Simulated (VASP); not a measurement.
```
AlN
1.0
    0.00000     2.23380     2.23380
    2.23380     0.00000     2.23380
    2.23380     2.23380     0.00000
Al N
1 1
Direct
  0.00000   0.00000   0.00000
  0.25000   0.25000   0.25000
```

The base run (VASP): PBE GGA, plane waves, VASP's PBE PAW potentials (set 64). Run with 520 eV cut-off, 9×9×9 Γ-centred mesh, Gaussian smearing of 0.050 eV, potentials Al N.

One setting is varied; ΔE counts from the base run. The base run took about 4 core-seconds. The timings are rough (shared machines, no repeats); factors under 2 mean little.

Pressures at a finite cut-off, here 520 eV, hold a Pulay part, which wasn't tested here.

```tsv
setting	cost over the base run	electronic steps	ΔE (meV/atom)	pressure (GPa)
PREC = Low	within a factor of 2	12	-0.5	-7.97
PREC = Normal	within a factor of 2	12	0.0	-7.98
PREC = Single	within a factor of 2	12	-0.1	-7.97
LASPH = .FALSE.	within a factor of 2	12	0.0	-7.98
base run	reference	12	0.0	-7.98
ADDGRID = .TRUE.	within a factor of 2	12	0.0	-7.98
LREAL = Auto	within a factor of 2	12	-0.2	-7.98
```

Left out are runs that failed, have no time on record or changed the cell.

The compound is AlN in the zinc blende structure, a metastable form; wurtzite is the usual one. The cell was not relaxed at this level.
